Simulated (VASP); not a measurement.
Output of a VASP run:

**OUTCAR**
```
 ion  position               nearest neighbor table
   1  0.000  0.000  0.500-   2 2.62   2 2.62   4 2.66   3 2.66   4 2.66   3 2.66   4 2.66   3 2.66
  LATTYP: Found a hexagonal cell.
 ALAT       =     4.0086004905
 C/A-ratio  =     1.3053433517
 Subroutine PRICEL returns:
 Original cell was already a primitive cell.
 Subroutine GETGRP returns: Found 24 space group operations
The static configuration has the point symmetry D_3d.
 The point group associated with its full space group is D_6h.
The dynamic configuration has the point symmetry D_3d.
 Subroutine INISYM returns: Found 24 space group operations
 Subroutine IBZKPT returns following result:
 Found     70 irreducible k-points:

 Following reciprocal coordinates:
            Coordinates               Weight
  0.000000  0.000000  0.000000      1.000000
  0.100000 -0.000000  0.000000      6.000000
  0.200000 -0.000000  0.000000      6.000000
  0.300000 -0.000000  0.000000      6.000000
  0.400000 -0.000000  0.000000      6.000000
  0.500000 -0.000000  0.000000      3.000000
  0.100000  0.100000  0.000000      6.000000
  0.200000  0.100000  0.000000     12.000000
  0.300000  0.100000  0.000000     12.000000
  0.400000  0.100000  0.000000     12.000000
  0.200000  0.200000  0.000000      6.000000
  0.300000  0.200000  0.000000     12.000000
  0.400000  0.200000  0.000000      6.000000
  0.300000  0.300000  0.000000      6.000000
  0.000000  0.000000  0.125000      2.000000
  0.100000 -0.000000  0.125000     12.000000
  0.200000 -0.000000  0.125000     12.000000
  0.300000 -0.000000  0.125000     12.000000
  0.400000 -0.000000  0.125000     12.000000
  0.500000 -0.000000  0.125000      6.000000
  0.100000  0.100000  0.125000     12.000000
  0.200000  0.100000  0.125000     24.000000
  0.300000  0.100000  0.125000     24.000000
  0.400000  0.100000  0.125000     24.000000
  0.200000  0.200000  0.125000     12.000000
  0.300000  0.200000  0.125000     24.000000
  0.400000  0.200000  0.125000     12.000000
  0.300000  0.300000  0.125000     12.000000
  0.000000  0.000000  0.250000      2.000000
  0.100000 -0.000000  0.250000     12.000000
  0.200000 -0.000000  0.250000     12.000000
  0.300000 -0.000000  0.250000     12.000000
  0.400000 -0.000000  0.250000     12.000000
  0.500000 -0.000000  0.250000      6.000000
  0.100000  0.100000  0.250000     12.000000
  0.200000  0.100000  0.250000     24.000000
  0.300000  0.100000  0.250000     24.000000
  0.400000  0.100000  0.250000     24.000000
  0.200000  0.200000  0.250000     12.000000
  0.300000  0.200000  0.250000     24.000000
   k-points           NKPTS =     70   k-points in BZ     NKDIM =     70   number of bands    NBANDS=     19
   number of dos      NEDOS =    301   number of ions     NIONS =      4
   total plane-waves  NPLWV =  28224
   dimension x,y,z NGX =    28 NGY =   28 NGZ =   36
   dimension x,y,z NGXF=    56 NGYF=   56 NGZF=   72
   ions per type =               2   2
   PREC   = accura    normal or accurate (medium, high low for compatibility)
   ISTART =      0    job   : 0-new  1-cont  2-samecut
   ICHARG =      2    charge: 1-file 2-atom 10-const
   ISPIN  =      1    spin polarized calculation?
   LNONCOLLINEAR =      F non collinear calculations
   LSORBIT =      F    spin-orbit coupling
   INIWAV =      1    electr: 0-lowe 1-rand  2-diag
   ENCUT  =  400.0 eV  29.40 Ry    5.42 a.u.   6.54  6.54  8.53*2*pi/ulx,y,z
   NELM   =    100;   NELMIN=  2; NELMDL= -5     # of ELM steps
   EDIFF  = 0.1E-05   stopping-criterion for ELM
   LREAL  =      F    real-space projection
   NLSPLINE    = F    spline interpolate recip. space projectors
   LMAXMIX     =    4 max onsite mixed and CHGCAR
   VOSKOWN=      0    Vosko Wilk Nusair interpolation
   EDIFFG = 0.1E-04   stopping-criterion for IOM
   NSW    =      0    number of steps for IOM
   NBLOCK =      1;   KBLOCK =      1    inner block; outer block
...
```

**OSZICAR**
```
       N       E                     dE             d eps       ncg     rms          rms(c)
DAV:   1     0.150948571922E+03    0.15095E+03   -0.10622E+04  2660   0.130E+03
DAV:   2    -0.136239284323E+02   -0.16457E+03   -0.15970E+03  2678   0.294E+02
DAV:   3    -0.214547043926E+02   -0.78308E+01   -0.75304E+01  3116   0.773E+01
DAV:   4    -0.216900987267E+02   -0.23539E+00   -0.23315E+00  2971   0.128E+01
DAV:   5    -0.216979748392E+02   -0.78761E-02   -0.78705E-02  3198   0.246E+00    0.129E+01
DAV:   6    -0.248484449131E+02   -0.31505E+01   -0.37795E+01  2925   0.110E+02    0.186E+01
DAV:   7    -0.202922889125E+02    0.45562E+01   -0.13659E+01  2904   0.769E+01    0.371E+00
DAV:   8    -0.203445575151E+02   -0.52269E-01   -0.17329E+00  3698   0.124E+01    0.264E+00
DAV:   9    -0.202883407919E+02    0.56217E-01   -0.24762E-01  3052   0.842E+00    0.614E-01
DAV:  10    -0.202889543793E+02   -0.61359E-03   -0.70573E-03  2879   0.808E-01    0.496E-01
DAV:  11    -0.202887094605E+02    0.24492E-03   -0.73867E-04  2887   0.254E-01    0.151E-01
DAV:  12    -0.202885004117E+02    0.20905E-03   -0.69441E-04  3671   0.445E-01    0.445E-02
DAV:  13    -0.202885059118E+02   -0.55001E-05   -0.75909E-05  2816   0.643E-02    0.306E-02
DAV:  14    -0.202885059514E+02   -0.39615E-07   -0.26683E-06  2269   0.157E-02
   1 F= -.20288506E+02 E0= -.20289322E+02  d E =0.244709E-02
```

File OUTCAR:
```
------------------------ aborting loop because EDIFF is reached ----------------------------------------
  FORCE on cell =-STRESS in cart. coord.  units (eV):
  Direction    XX          YY          ZZ          XY          YZ          ZX
  --------------------------------------------------------------------------------------
  Total       -1.5768513     -1.5768518     -1.6335269      0.0000000     -0.0000000      0.0000000
  in kB      -34.6950603    -34.6950717    -35.9420791      0.0000000     -0.0000000      0.0000000
  external PRESSURE =     -35.1107370 kB  Pullay stress =       0.0000000 kB
  volume of cell :       72.82
      direct lattice vectors                 reciprocal lattice vectors
     2.004300000 -3.471550000  0.000000000     0.249463653 -0.144027884  0.000000000
     2.004300000  3.471550000  0.000000000     0.249463653  0.144027884  0.000000000
     0.000000000  0.000000000  5.232600000     0.000000000  0.000000000  0.191109582
 POSITION                                       TOTAL-FORCE (eV/Angst)
 -----------------------------------------------------------------------------------
      0.00000      0.00000      2.61630        -0.000000     -0.000000      0.000000
      0.00000      0.00000      0.00000        -0.000000     -0.000000      0.000000
      2.00430      1.15719      1.30815         0.000000      0.000000      0.000000
      2.00430     -1.15719      3.92445         0.000000      0.000000      0.000000
 -----------------------------------------------------------------------------------
    total drift:                                0.000000      0.000000      0.000000
  FREE ENERGIE OF THE ION-ELECTRON SYSTEM (eV)
  ---------------------------------------------------
  free  energy   TOTEN  =       -20.2885059514 eV

  energy  without entropy=      -20.2909530370  energy(sigma->0) =      -20.28932165
```
(Selected blocks of OUTCAR.)

### POSCAR
```
NiSb
1
    2.0043000000    -3.4715500000     0.0000000000
    2.0043000000     3.4715500000     0.0000000000
    0.0000000000     0.0000000000     5.2326000000
Ni Sb
2 2
Direct
  0.0000000000   0.0000000000   0.5000000000
  0.0000000000   0.0000000000   0.0000000000
  0.3333330000   0.6666670000   0.2500000000
  0.6666670000   0.3333330000   0.7500000000
```

Problem. Reconstruct the remaining input files.

Solution. This is not unique; one that fits is the input of the run itself, PBE GGA, plane waves, VASP's PBE PAW potentials (set 64).

**INCAR**
```
# general
SYSTEM   =  NiSb
PREC     =  Accurate
ENCUT    =  400
LREAL    =  .FALSE.
LASPH    =  .TRUE.

# electronic loop
EDIFF    =  1E-6
NELM     =  100   # most electronic steps
ALGO     =  Normal   # blocked Davidson
LMAXMIX  =  4   # l cut-off of mixed one-centre charges

# smearing
ISMEAR   =  1   # Methfessel-Paxton
SIGMA    =  0.1

# functional
GGA      =  PE

# ions
ISIF     =  2   # forces and stress, cell fixed

# output
LWAVE    =  .FALSE.
LCHARG   =  .FALSE.
```

### KPOINTS
```
K-points
0
Gamma
  10 10 8
0 0 0
```

POTCAR, in this order: Ni Sb (PBE.64 set). Program: vasp_std.

The compound is NiSb in the NiAs type structure. The cell was not relaxed at this level. The run is one of a series of settings (KPOINTS 10×10×8 Γ-centred mesh against the base run), some of them coarse on purpose. The run is not spin-polarised, so no magnetic state was tried.
